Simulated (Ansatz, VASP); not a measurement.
# VCl2O in two plane-wave programs, part 2 of 2

Aim: how closely do two programs agree when they are given the same cell, functional and k mesh?

VASP 6.6.1 and Ansatz 0.2.0.

So far. Step 2 (Ansatz: single point, PBEsol): The run ends at a pressure of -5.95 GPa, with forces up to 0.92 eV/Å.

## Step 3: VASP: single point, PBEsol

Level of this step: PBEsol, spin-polarised from a ferromagnetic start (one magnetic atom a cell); plane waves and PAW (V_sv, Cl, O_s) (VASP).

The same cell, functional, mesh and smearing now go to VASP, with its own data sets and cutoff.

Lines of VASP's logs that name or quote its potential files are left out, and so is its time.

INCAR

```
SYSTEM = VCl2O
PREC = Accurate
ENCUT = 400
EDIFF = 1E-06
NELM = 100
ISMEAR = -1
SIGMA = 0.05
LREAL = .FALSE.
ALGO = Normal
GGA = PS
NBANDS = 26
ISPIN = 2
MAGMOM = 2 0 0 0
LASPH = .TRUE.
LMAXMIX = 4
LORBIT = 11
LWAVE = .FALSE.
LCHARG = .FALSE.
KPAR = 4
ISIF = 2
```

POSCAR

```
VCl2O
1.0
   -1.7589440000      1.8210800000      6.5445490000
    1.7589440000     -1.8210800000      6.5445490000
    1.7589440000      1.8210800000     -6.5445490000
V Cl O
1 2 1
Direct
    0.5009970000     -0.0049720000      0.4928330000
    0.6326730000      0.6146110000     -0.0104180000
    0.3732800000      0.3777580000      0.0120060000
    0.0108550000     -0.0003090000      0.0132920000
```

KPOINTS

```
Automatic mesh
0
Gamma
6 7 9
0 0 0
```

PAW data sets: V_sv, Cl and O_s (PBE family, release 64).

Started as:

```console
$ mpirun -np 4 vasp_std
```

Numbers of over 12 decimals in the logs are rounded to 6 here.

Output:

```text
[banner, memory and clock lines left out]
running    4 mpi-ranks, on    1 nodes
 distrk:  each k-point on    1 cores,    4 groups
 distr:  one band on    1 cores,    1 groups

 POSCAR found type information on POSCAR V ClO
 POSCAR found :  3 types and       4 ions
|                                                                             |
|               ----> ADVICE to this user running VASP <----                  |
|                                                                             |
|     You enforced a specific xc type in the INCAR file but a different       |
|     [... a line on the potential file left out ...]
|     I HOPE YOU KNOW WHAT YOU ARE DOING!                                     |
|                                                                             |

 LDA part: xc-table for (Slater+PW92), standard interpolation
|                                                                             |
|           W    W    AA    RRRRR   N    N  II  N    N   GGGG   !!!           |
|           W    W   A  A   R    R  NN   N  II  NN   N  G    G  !!!           |
|           W    W  A    A  R    R  N N  N  II  N N  N  G       !!!           |
|           W WW W  AAAAAA  RRRRR   N  N N  II  N  N N  G  GGG   !            |
|           WW  WW  A    A  R   R   N   NN  II  N   NN  G    G                |
|           W    W  A    A  R    R  N    N  II  N    N   GGGG   !!!           |
|                                                                             |
|     Your reciprocal lattice and k-lattice belong to different lattice       |
|     classes:                                                                |
|                                                                             |
|        The reciprocal lattice is face-centered orthorhombic,                |
|        whereas your k-lattice is triclinic.                                 |
|                                                                             |
|     Results are often still useful ...                                      |
|                                                                             |

 POSCAR, INCAR and KPOINTS ok, starting setup
 FFT: planning ... GRIDC
 FFT: planning ... GRID_SOFT
 FFT: planning ... GRID
 WAVECAR not read
 entering main loop
       N       E                     dE             d eps       ncg     rms          rms(c)
DAV:   1     0.238242053774E+03    0.23824E+03   -0.15284E+04 22448   0.952E+02
DAV:   2    -0.167257291081E+02   -0.25497E+03   -0.24235E+03 22556   0.307E+02
DAV:   3    -0.314245000799E+02   -0.14699E+02   -0.14549E+02 25008   0.724E+01
DAV:   4    -0.316121954813E+02   -0.18770E+00   -0.18755E+00 23470   0.858E+00
DAV:   5    -0.316152463330E+02   -0.30509E-02   -0.30504E-02 24782   0.112E+00    0.303E+01
DAV:   6    -0.288290601767E+02    0.27862E+01   -0.27236E+01 20996   0.570E+01    0.322E+01
DAV:   7    -0.268260467930E+02    0.20030E+01   -0.27345E+01 20866   0.619E+01    0.155E+01
DAV:   8    -0.250901130475E+02    0.17359E+01   -0.25558E+00 21150   0.185E+01    0.543E+00
DAV:   9    -0.251835523352E+02   -0.93439E-01   -0.34517E-01 22994   0.597E+00    0.470E+00
DAV:  10    -0.251358321313E+02    0.47720E-01   -0.72378E-02 21650   0.297E+00    0.178E+00
DAV:  11    -0.251141641146E+02    0.21668E-01   -0.33478E-02 21878   0.220E+00    0.526E-01
DAV:  12    -0.251150499316E+02   -0.88582E-03   -0.39727E-03 22932   0.544E-01    0.261E-01
DAV:  13    -0.251151258809E+02   -0.75949E-04   -0.43354E-04 24068   0.151E-01    0.120E-01
DAV:  14    -0.251151481330E+02   -0.22252E-04   -0.46670E-05 22216   0.511E-02    0.648E-02
DAV:  15    -0.251151271151E+02    0.21018E-04   -0.23052E-05 22498   0.568E-02    0.302E-02
DAV:  16    -0.251151254783E+02    0.16369E-05   -0.11378E-05 21488   0.343E-02    0.966E-03
DAV:  17    -0.251151274233E+02   -0.19451E-05   -0.34207E-06 20990   0.149E-02    0.528E-03
DAV:  18    -0.251151278777E+02   -0.45433E-06   -0.39768E-07 17020   0.491E-03
   1 F= -.25115128E+02 E0= -.25106598E+02  d E =-.170592E-01  mag=     1.0000
```

OUTCAR, selected parts (step 3):

```text
ion  position               nearest neighbor table
   1  0.501  0.995  0.493-   4 1.77   4 1.87   2 2.40   3 2.43   2 2.44   3 2.50
   2  0.633  0.615  0.990-   1 2.40   1 2.44
   3  0.373  0.378  0.012-   1 2.43   1 2.50
   4  0.011  1.000  0.013-   1 1.77   1 1.87

  LATTYP: Found a body centered orthorhombic cell.
 ALAT       =     3.5178880000
 B/A-ratio  =     1.0353257409
 C/A-ratio  =     3.7207261857

 Subroutine GETGRP returns: Found  1 space group operations
 (whereof  1 operations were pure point group operations)

The static configuration has the point symmetry C_1 .

 Found    190 irreducible k-points:

   k-points           NKPTS =    190   k-points in BZ     NKDIM =    190   number of bands    NBANDS=     26

   dimension x,y,z NGX =    48 NGY =   48 NGZ =   48
   dimension x,y,z NGXF=    96 NGYF=   96 NGZF=   96

   ENCUT  =  400.0 eV  29.40 Ry    5.42 a.u.  11.44 11.44 11.44*2*pi/ulx,y,z

   NELECT =      33.0000    total number of electrons

 k-points in reciprocal lattice and weights: Automatic mesh
   0.00000000  0.00000000  0.00000000       0.003
   0.16666667  0.00000000  0.00000000       0.005
   0.33333333  0.00000000  0.00000000       0.005
   0.50000000  0.00000000  0.00000000       0.003
  -0.00000000  0.14285714  0.00000000       0.005
   0.16666667  0.14285714  0.00000000       0.005
   0.33333333  0.14285714  0.00000000       0.005
   0.50000000  0.14285714  0.00000000       0.005
  -0.33333333  0.14285714  0.00000000       0.005
[...]
-0.33333333 -0.14285714  0.44444444       0.005
  -0.16666667 -0.14285714  0.44444444       0.005

 average (electrostatic) potential at core
       1 -79.5839       2 -93.7337       3 -93.5096       4 -83.6224

 E-fermi :   1.6288

 spin component 1
 k-point     1 :       0.0000    0.0000    0.0000
  band No.  band energies     occupation
    ...
     14       0.0372      1.00000
     15       0.2315      1.00000
     16       0.3933      1.00000
     17       0.8950      1.00000
     18       1.4455      0.97505
     19       2.0424      0.00026
     20       3.4109      0.00000
     21       3.5877      0.00000
     22       7.5826      0.00000
     23       9.3388      0.00000
    ...

 k-point     2 :       0.1667    0.0000    0.0000
  band No.  band energies     occupation
    ...
     13      -0.5204      1.00000
     14      -0.2352      1.00000
     15      -0.1636      1.00000
     16       0.2745      1.00000
     17       0.9373      1.00000
     18       2.2319      0.00001
     19       2.3483      0.00000
     20       3.4933      0.00000
     21       4.2700      0.00000
     22       8.3368      0.00000
    ...

 k-point     3 :       0.3333    0.0000    0.0000
  band No.  band energies     occupation
    ...
     13      -1.1334      1.00000
     14      -0.5480      1.00000
     15      -0.4088      1.00000
     16       0.0882      1.00000
     17       0.9905      1.00000
     18       3.2552      0.00000
     19       3.3272      0.00000
     20       3.5500      0.00000
     21       5.2213      0.00000
     22       9.2992      0.00000
    ...

 k-point     4 :       0.5000    0.0000    0.0000
  band No.  band energies     occupation
    ...
     13      -1.5043      1.00000
     14      -0.5932      1.00000
     15      -0.4524      1.00000
     16      -0.0718      1.00000
     17       1.0156      1.00000
     18       3.5730      0.00000
     19       3.7551      0.00000
     20       3.8052      0.00000
     21       5.6038      0.00000
     22       9.0584      0.00000
    ...

 k-point     5 :      -0.0000    0.1429    0.0000
  band No.  band energies     occupation
    ...
     14      -0.2618      1.00000
     15       0.0777      1.00000
     16       0.2272      1.00000
     17       1.2365      0.99961
     18       1.5833      0.71272
     19       1.9510      0.00159
     20       3.3235      0.00000
     21       3.7059      0.00000
     22       7.9987      0.00000
     23      10.0343      0.00000
    ...

 k-point     6 :       0.1667    0.1429    0.0000
  band No.  band energies     occupation
    ...
     13      -0.9331      1.00000
     14      -0.5796      1.00000
     15      -0.0403      1.00000
     16       0.3240      1.00000
     17       1.2626      0.99934
     18       2.2135      0.00001
     19       2.3142      0.00000
     20       3.3476      0.00000
     21       4.4812      0.00000
     22       8.6654      0.00000
    ...

  Total       -3.0797685     -3.3843023     -2.8334760      0.0112802     -0.0176839      0.5116202
  in kB      -58.8447753    -64.6634662    -54.1388927      0.2155296     -0.3378834      9.7754663
  external PRESSURE =     -59.2157114 kB  Pullay stress =       0.0000000 kB

  energy-cutoff  :      400.00
  volume of cell :       83.85
      direct lattice vectors                 reciprocal lattice vectors
    -1.758944000  1.821080000  6.544549000     0.000000000  0.274562348  0.076399459
     1.758944000 -1.821080000  6.544549000     0.284261466  0.000000000  0.076399459
     1.758944000  1.821080000 -6.544549000     0.284261466  0.274562348  0.000000000

 POSITION                                       TOTAL-FORCE (eV/Angst)
 -----------------------------------------------------------------------------------
      1.73584     -0.00218      6.56544         0.041294     -0.374874     -0.444697
      1.70885      1.83500      1.68654         0.183268      0.122805     -0.631951
      0.02899      0.01371      4.83663        -0.122601      0.125803      0.891548
      1.76269     -1.77654      6.52658        -0.101961      0.126266      0.185101
 -----------------------------------------------------------------------------------
    total drift:                               -0.000107      0.000219      0.000718

  FREE ENERGIE OF THE ION-ELECTRON SYSTEM (eV)
  ---------------------------------------------------
  free  energy   TOTEN  =       -25.1151278777 eV

  energy  without entropy=      -25.0980686593  energy(sigma->0) =      -25.10659827

 total charge
# of ion       s       p       d       tot
------------------------------------------
    1        2.250   6.276   2.887  11.414
    2        1.594   3.465   0.000   5.059
    3        1.595   3.456   0.000   5.051
    4        1.801   4.062   0.000   5.863
--------------------------------------------------
tot          7.241  17.259   2.887  27.387

 magnetization (x)
# of ion       s       p       d       tot
------------------------------------------
    1        0.013   0.010   1.049   1.072
    2       -0.000  -0.022   0.000  -0.022
    3       -0.000  -0.022   0.000  -0.022
    4       -0.002  -0.115   0.000  -0.118
--------------------------------------------------
tot          0.010  -0.149   1.049   0.910

[... 6 further parts left out ...]
```

The cell holds one magnetic atom, so no antiferromagnetic order fits into it. Oxides and halides of V are often magnetic insulators, and a metal at this level, without U or exact exchange, may be an artefact.

## Step 4: Side by side

Known differences besides the PAW data sets themselves: the cutoff is 420 eV in Ansatz and 400 eV in VASP; Ansatz makes its cores anew for this functional, VASP keeps those of its PBE data sets; site moments are counted in spheres of each program's own size. Total energies have different zeros and are not compared.

The two programs side by side:

| quantity | Ansatz | VASP | difference |
| --- | --- | --- | --- |
| pressure (GPa) | -5.95 | -5.92 | -0.03 |
| total moment (μB) | 1.00 | 1.00 | 0.00 |
| moment on V1 (μB) | 0.78 | 1.07 | -0.29 |
| moment on O4 (μB) | -0.10 | -0.12 | +0.01 |

Forces (eV/Å; atoms numbered as in POSCAR):

```csv
atom,"Ansatz x, y, z","VASP x, y, z"
V1,"0.042, -0.504, -0.445","0.041, -0.375, -0.445"
Cl2,"0.183, 0.122, -0.643","0.183, 0.123, -0.632"
Cl3,"-0.122, 0.125, 0.900","-0.123, 0.126, 0.892"
O4,"-0.103, 0.257, 0.187","-0.102, 0.126, 0.185"
```

The forces differ by 53 meV/Å r.m.s., which is 14.3 % of the r.m.s. force of 0.37 eV/Å (both taken over all components). Ansatz's pressure holds a Pulay correction of 0.16 GPa; VASP's holds none.

## Step 5: Further runs

The difference is large enough to ask for its cause, so further runs change the set-up of one program at a time, as the table lists.

```csv
run,r.m.s. force difference (% of the r.m.s. force)
as above,14
"cores kept as stored, as VASP does, whose cores stay as stored",14
Ansatz's larger PAW set (cutoff 930 eV),14
norm-conserving potentials (cutoff 1143 eV),14
```

## Step 6: Outcome

```yaml
r_m_s_force_difference_single_point_pbesol: 14 % of the r.m.s. force
```

In words: The r.m.s. force difference is 14 % of the r.m.s. force (single point, PBEsol), beyond the 3 % picked in this series as the mark of a large difference. For single point, PBEsol: no further run halves the r.m.s. force difference; only Ansatz's side was varied, and Ansatz's runs with other potentials lie closer to each other than to VASP, which for this quantity points to VASP's side; this was not tested here. 1 further run on this material is not shown. Differences of this kind measure data sets and numerical settings, not the functional's error against experiment.

[Lines on the potential files, build, host, timing and source positions are cut from VASP's logs without a mark.]

[Logs are printed without paths, hosts, clocks, repeated set-up lines and the standing remarks that a program may print on its own settings, such as how far it seeks lower states.]

[Hosts, paths, dates, database ids (printed as entryN), source tags and the programs' standing remarks are cut or masked in the printed files.]
